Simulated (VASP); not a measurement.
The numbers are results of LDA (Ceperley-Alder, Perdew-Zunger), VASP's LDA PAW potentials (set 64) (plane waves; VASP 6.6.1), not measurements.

VASP ran on this input.

### INCAR
```
SYSTEM  =  Sc
PREC  =  Accurate; ENCUT  =  530; LREAL  =  F
LASPH  =  T
EDIFF  =  1E-7; NELM  =  100; ALGO  =  Normal
LMAXMIX  =  4
ISMEAR  =  1; SIGMA  =  0.1
IBRION  =  6; NSW  =  1; ISIF  =  3
POTIM  =  0.015; NFREE  =  2
LWAVE  =  F; LCHARG  =  F
```

**KPOINTS**
```
kpoints
0
G
  12 12 7
0 0 0
```

### POSCAR
```
Sc
1.0
  1.6158027560  -2.7986523880   0.0000000000
  1.6158027560   2.7986523880   0.0000000000
  0.0000000000   0.0000000000   4.9910544479
Sc
2
Direct
  0.3333330000   0.6666670000   0.2500000000
  0.6666670000   0.3333330000   0.7500000000
```

POTCAR, in this order: Sc_sv (LDA.64 set). Program: vasp_std.

Output

### OSZICAR
```
...
DAV:   1    -0.134930900910E+02   -0.46903E-01   -0.25328E+00 12515   0.348E+01    0.148E+00
DAV:   2    -0.134642761306E+02    0.28814E-01   -0.19440E-01 14534   0.737E+00    0.862E-01
DAV:   3    -0.134465325194E+02    0.17744E-01   -0.57960E-02 16378   0.357E+00    0.115E-01
DAV:   4    -0.134462349932E+02    0.29753E-03   -0.25765E-03 13932   0.918E-01    0.584E-02
DAV:   5    -0.134461898275E+02    0.45166E-04   -0.87950E-05 14250   0.166E-01    0.121E-02
DAV:   6    -0.134461875372E+02    0.22903E-05   -0.73121E-06 14321   0.631E-02    0.228E-03
DAV:   7    -0.134461875207E+02    0.16527E-07   -0.52821E-07  9933   0.150E-02
   9 F= -.13446188E+02 E0= -.13445550E+02  d E =-.191169E-02
       N       E                     dE             d eps       ncg     rms          rms(c)
DAV:   1    -0.134575071567E+02   -0.11320E-01   -0.21725E+00 10928   0.360E+01    0.917E-01
DAV:   2    -0.134560804011E+02    0.14268E-02   -0.17194E-01 12941   0.723E+00    0.592E-01
DAV:   3    -0.134466137375E+02    0.94667E-02   -0.31509E-02 15052   0.269E+00    0.104E-01
DAV:   4    -0.134464284260E+02    0.18531E-03   -0.11501E-03 12238   0.578E-01    0.506E-02
DAV:   5    -0.134465528587E+02   -0.12443E-03   -0.32137E-04 15180   0.290E-01    0.472E-03
DAV:   6    -0.134465658328E+02   -0.12974E-04   -0.10351E-05 11185   0.475E-02    0.248E-03
DAV:   7    -0.134465784554E+02   -0.12623E-04   -0.55147E-07 11439   0.129E-02    0.488E-04
DAV:   8    -0.134465804694E+02   -0.20140E-05   -0.49502E-08  5625   0.526E-03    0.119E-04
DAV:   9    -0.134465807612E+02   -0.29177E-06   -0.22728E-08  5128   0.333E-03    0.131E-04
DAV:  10    -0.134465807751E+02   -0.13933E-07   -0.13226E-08  4687   0.325E-03
  10 F= -.13446581E+02 E0= -.13445963E+02  d E =-.185354E-02
       N       E                     dE             d eps       ncg     rms          rms(c)
DAV:   1    -0.134899167821E+02   -0.43336E-01   -0.25811E+00 11995   0.340E+01    0.148E+00
DAV:   2    -0.134634232512E+02    0.26494E-01   -0.18699E-01 14122   0.751E+00    0.845E-01
DAV:   3    -0.134467815518E+02    0.16642E-01   -0.46203E-02 15124   0.329E+00    0.996E-02
DAV:   4    -0.134466172646E+02    0.16429E-03   -0.17608E-03 11952   0.749E-01    0.539E-02
DAV:   5    -0.134465811440E+02    0.36121E-04   -0.63825E-05 13584   0.178E-01    0.570E-03
DAV:   6    -0.134465808700E+02    0.27392E-06   -0.20209E-06 13983   0.270E-02    0.229E-03
DAV:   7    -0.134465807603E+02    0.10969E-06   -0.99047E-08  6752   0.817E-03    0.539E-04
DAV:   8    -0.134465807597E+02    0.68803E-09   -0.39658E-08  5758   0.484E-03
  11 F= -.13446581E+02 E0= -.13445963E+02  d E =-.185355E-02
       N       E                     dE             d eps       ncg     rms          rms(c)
DAV:   1    -0.134622439367E+02   -0.15663E-01   -0.20156E+00 10956   0.305E+01    0.943E-01
DAV:   2    -0.134561006048E+02    0.61433E-02   -0.13277E-01 13780   0.610E+00    0.577E-01
DAV:   3    -0.134466658448E+02    0.94348E-02   -0.25285E-02 15156   0.243E+00    0.886E-02
DAV:   4    -0.134465510561E+02    0.11479E-03   -0.88806E-04 11997   0.489E-01    0.485E-02
DAV:   5    -0.134465700737E+02   -0.19018E-04   -0.25806E-04 15286   0.268E-01    0.462E-03
DAV:   6    -0.134465751276E+02   -0.50539E-05   -0.84186E-06 11260   0.424E-02    0.234E-03
DAV:   7    -0.134465790148E+02   -0.38872E-05   -0.33582E-07 10851   0.112E-02    0.532E-04
DAV:   8    -0.134465797807E+02   -0.76591E-06   -0.40890E-08  5912   0.576E-03    0.121E-04
DAV:   9    -0.134465798405E+02   -0.59767E-07   -0.18713E-08  5233   0.294E-03
  12 F= -.13446580E+02 E0= -.13445963E+02  d E =-.185095E-02
       N       E                     dE             d eps       ncg     rms          rms(c)
DAV:   1    -0.134893193539E+02   -0.42740E-01   -0.25535E+00 12452   0.339E+01    0.147E+00
DAV:   2    -0.134635140515E+02    0.25805E-01   -0.19045E-01 14266   0.749E+00    0.848E-01
DAV:   3    -0.134468213283E+02    0.16693E-01   -0.47658E-02 15388   0.335E+00    0.105E-01
DAV:   4    -0.134466176951E+02    0.20363E-03   -0.18963E-03 12152   0.785E-01    0.555E-02
DAV:   5    -0.134465803446E+02    0.37351E-04   -0.70057E-05 13147   0.188E-01    0.619E-03
DAV:   6    -0.134465800137E+02    0.33083E-06   -0.25590E-06 14326   0.296E-02    0.232E-03
DAV:   7    -0.134465799005E+02    0.11325E-06   -0.10111E-07  6527   0.940E-03    0.598E-04
DAV:   8    -0.134465798988E+02    0.17167E-08   -0.48902E-08  5520   0.465E-03
  13 F= -.13446580E+02 E0= -.13445963E+02  d E =-.185095E-02
       N       E                     dE             d eps       ncg     rms          rms(c)
DAV:   1    -0.134483313049E+02   -0.17514E-02   -0.20840E+00 12279   0.464E+01    0.624E-01
DAV:   2    -0.134523839894E+02   -0.40527E-02   -0.13614E-01 11649   0.605E+00    0.382E-01
DAV:   3    -0.134474618072E+02    0.49222E-02   -0.99699E-03 15571   0.159E+00    0.809E-02
DAV:   4    -0.134474087812E+02    0.53026E-04   -0.10141E-03 15624   0.441E-01    0.116E-02
DAV:   5    -0.134474228037E+02   -0.14023E-04   -0.25810E-05 13727   0.992E-02    0.363E-03
DAV:   6    -0.134474294595E+02   -0.66557E-05   -0.10511E-06 13598   0.130E-02    0.887E-04
DAV:   7    -0.134474301521E+02   -0.69266E-06   -0.69496E-08  6855   0.979E-03    0.188E-04
DAV:   8    -0.134474301866E+02   -0.34455E-07   -0.35663E-08  6071   0.268E-03
  14 F= -.13447430E+02 E0= -.13446798E+02  d E =-.189732E-02
       N       E                     dE             d eps       ncg     rms          rms(c)
DAV:   1    -0.134378083427E+02    0.96218E-02   -0.26995E+00 11285   0.479E+01    0.142E-01
DAV:   2    -0.134473419946E+02   -0.95337E-02   -0.10634E-01 10492   0.373E+00    0.618E-02
DAV:   3    -0.134474935409E+02   -0.15155E-03   -0.40621E-03 15021   0.743E-01    0.354E-02
DAV:   4    -0.134474304399E+02    0.63101E-04   -0.21833E-04 13887   0.367E-01    0.651E-03
DAV:   5    -0.134474305705E+02   -0.13064E-06   -0.10827E-05 13694   0.417E-02    0.387E-03
DAV:   6    -0.134474302169E+02    0.35365E-06   -0.10837E-06 14671   0.279E-02    0.602E-04
DAV:   7    -0.134474301998E+02    0.17071E-07   -0.64971E-08  6288   0.576E-03
  15 F= -.13447430E+02 E0= -.13446798E+02  d E =-.189735E-02
       N       E                     dE             d eps       ncg     rms          rms(c)
DAV:   1    -0.134385899930E+02    0.88402E-02   -0.21665E+00  4256   0.450E+01    0.119E-01
DAV:   2    -0.134470029985E+02   -0.84130E-02   -0.91372E-02  3938   0.333E+00    0.447E-02
DAV:   3    -0.134471390303E+02   -0.13603E-03   -0.33289E-03  5684   0.739E-01    0.229E-02
DAV:   4    -0.134470681357E+02    0.70895E-04   -0.13982E-04  5379   0.294E-01    0.475E-03
DAV:   5    -0.134470626677E+02    0.54680E-05   -0.13582E-05  5532   0.593E-02    0.160E-03
DAV:   6    -0.134470613998E+02    0.12679E-05   -0.10056E-06  5481   0.212E-02    0.701E-04
DAV:   7    -0.134470621424E+02   -0.74253E-06   -0.83388E-08  2954   0.701E-03    0.285E-04
DAV:   8    -0.134470622713E+02   -0.12893E-06   -0.20053E-08  2674   0.430E-03    0.777E-05
DAV:   9    -0.134470623297E+02   -0.58387E-07   -0.88833E-09  2478   0.197E-03
  16 F= -.13447062E+02 E0= -.13446420E+02  d E =-.192724E-02
       N       E                     dE             d eps       ncg     rms          rms(c)
DAV:   1    -0.134344514744E+02    0.12611E-01   -0.34829E+00  4256   0.572E+01    0.191E-01
DAV:   2    -0.134468786895E+02   -0.12427E-01   -0.14242E-01  3635   0.416E+00    0.665E-02
DAV:   3    -0.134471215822E+02   -0.24289E-03   -0.53416E-03  5516   0.966E-01    0.301E-02
DAV:   4    -0.134470693639E+02    0.52218E-04   -0.17265E-04  5457   0.295E-01    0.957E-03
DAV:   5    -0.134470623543E+02    0.70096E-05   -0.26723E-05  5696   0.125E-01    0.182E-03
DAV:   6    -0.134470623859E+02   -0.31597E-07   -0.14811E-06  4790   0.169E-02    0.986E-04
DAV:   7    -0.134470623711E+02    0.14856E-07   -0.65024E-08  3108   0.615E-03
  17 F= -.13447062E+02 E0= -.13446420E+02  d E =-.192726E-02
```

**OUTCAR**
```
------------------------ aborting loop because EDIFF is reached ----------------------------------------
  FORCE on cell =-STRESS in cart. coord.  units (eV):
  Direction    XX          YY          ZZ          XY          YZ          ZX
  --------------------------------------------------------------------------------------
  Total        0.0184581      0.0184581      0.0094812      0.0000000      0.0000000      0.0000000
  in kB        0.6551463      0.6551463      0.3365212      0.0000000      0.0000000      0.0000000
  external PRESSURE =       0.5489380 kB  Pullay stress =       0.0000000 kB
  volume of cell :       45.14
      direct lattice vectors                 reciprocal lattice vectors
     1.615802756 -2.798652388  0.000000000     0.309443710 -0.178657415  0.000000000
     1.615802756  2.798652388  0.000000000     0.309443710  0.178657415  0.000000000
     0.000000000  0.000000000  4.991054448     0.000000000  0.000000000  0.200358463
 POSITION                                       TOTAL-FORCE (eV/Angst)
 -----------------------------------------------------------------------------------
      1.61580      0.93289      1.23276         0.000000     -0.000000      0.071312
      1.61580     -0.93289      3.74329         0.000000      0.000000     -0.071312
 -----------------------------------------------------------------------------------
    total drift:                                0.000000      0.000457     -0.000664
  FREE ENERGIE OF THE ION-ELECTRON SYSTEM (eV)
  ---------------------------------------------------
  free  energy   TOTEN  =       -13.4470623711 eV

  energy  without entropy=      -13.4451351093  energy(sigma->0) =      -13.44641995

   1 f  =    7.179572 THz    45.110581 2PiTHz  239.484743 cm-1    29.692310 meV
             X         Y         Z           dx          dy          dz
      1.615803  0.932886  1.247764     0.000000    0.000000    0.707107
      1.615803 -0.932886  3.743291    -0.000000    0.000000   -0.707107

   2 f  =    3.994827 THz    25.100235 2PiTHz  133.253070 cm-1    16.521268 meV
             X         Y         Z           dx          dy          dz
      1.615803  0.932886  1.247764     0.707107   -0.000000   -0.000000
      1.615803 -0.932886  3.743291    -0.707107    0.000000    0.000000

   3 f  =    3.994826 THz    25.100235 2PiTHz  133.253067 cm-1    16.521267 meV
             X         Y         Z           dx          dy          dz
      1.615803  0.932886  1.247764     0.000000    0.707107   -0.000000
      1.615803 -0.932886  3.743291     0.000000   -0.707107    0.000000

   4 f  =    0.000000 THz     0.000000 2PiTHz    0.000002 cm-1     0.000000 meV
             X         Y         Z           dx          dy          dz
      1.615803  0.932886  1.247764     0.688362   -0.161733   -0.000000
      1.615803 -0.932886  3.743291     0.688362   -0.161733    0.000000

   5 f  =    0.000000 THz     0.000000 2PiTHz    0.000000 cm-1     0.000000 meV
             X         Y         Z           dx          dy          dz
      1.615803  0.932886  1.247764     0.000000    0.000000    0.707107
      1.615803 -0.932886  3.743291    -0.000000    0.000000    0.707107

   6 f/i=    0.000000 THz     0.000000 2PiTHz    0.000000 cm-1     0.000000 meV
             X         Y         Z           dx          dy          dz
      1.615803  0.932886  1.247764    -0.161733   -0.688362    0.000000
      1.615803 -0.932886  3.743291    -0.161733   -0.688362    0.000000

 ELASTIC MODULI CONTR FROM IONIC RELAXATION (kBar)
 Direction    XX          YY          ZZ          XY          YZ          ZX
 --------------------------------------------------------------------------------
 XX         -63.6664     63.6664     -0.0000     -0.0000      0.0000      0.0000
 YY          63.6664    -63.6664     -0.0000      0.0000      0.0000      0.0000
 ZZ          -0.0000     -0.0000     -0.0000     -0.0000      0.0000      0.0000
 XY          -0.0000      0.0000     -0.0000    -63.6664     -0.0000      0.0000
 YZ           0.0000      0.0000      0.0000     -0.0000     -0.0000      0.0000
 ZX           0.0000      0.0000      0.0000      0.0000      0.0000      0.0000
 --------------------------------------------------------------------------------

 TOTAL ELASTIC MODULI (kBar)
 Direction    XX          YY          ZZ          XY          YZ          ZX
 --------------------------------------------------------------------------------
 XX        1152.0278    390.7691    358.7103     -0.0000      0.0000     -0.0000
 YY         390.7691   1152.0277    358.7103      0.0000     -0.0000      0.0000
 ZZ         358.7103    358.7103   1145.4063     -0.0000      0.0000      0.0000
 XY          -0.0000      0.0000     -0.0000    380.6293     -0.0000      0.0000
 YZ           0.0000     -0.0000      0.0000     -0.0000    321.4993      0.0000
 ZX          -0.0000      0.0000      0.0000      0.0000      0.0000    321.4993
 --------------------------------------------------------------------------------
```
(Selected blocks of OUTCAR.)

Finite-difference elastic constants of metals are sensitive to mesh and smearing; shear constants can be off by tens of GPa.

The compound is Sc in the hcp structure. It was relaxed first, which changed the volume by -10 %.
